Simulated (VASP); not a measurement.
```yaml
crystal:
  lattice:
    - [3.18285, -2.67837, 0.00000]
    - [3.18285, 2.67837, 0.00000]
    - [0.00000, 0.00000, 5.39615]
  atoms:
    - { symbol: H, position: [0.94581, 0.05419, 0.18301] }
    - { symbol: H, position: [0.05419, 0.94581, 0.68301] }
    - { symbol: Br, position: [0.75070, 0.24930, 0.99599] }
    - { symbol: Br, position: [0.24930, 0.75070, 0.49599] }
```

Computed with r2SCAN meta-GGA with spin-orbit coupling, VASP's PBE PAW potentials (set 64) (plane waves; VASP). Numerical set-up: 400 eV cut-off, 5×5×4 Γ-centred mesh, Gaussian smearing of 0.050 eV, potentials H Br.

Q: Estimate the energy per atom (σ→0), band gap (over mesh and band path) with the smallest direct gap where there is one.

A: 
```yaml
band gap (over mesh and band path): 5.24 eV
smallest direct gap (over mesh and band path): 5.24 eV
energy per atom (σ→0): -8640 meV/atom
```

The absolute energy has meaning only against runs of the same code, potentials and settings.

The structure comes from a measured HBr entry (Cmc2_1) of the Crystallography Open Database, whose conditions weren't checked. It was relaxed first.
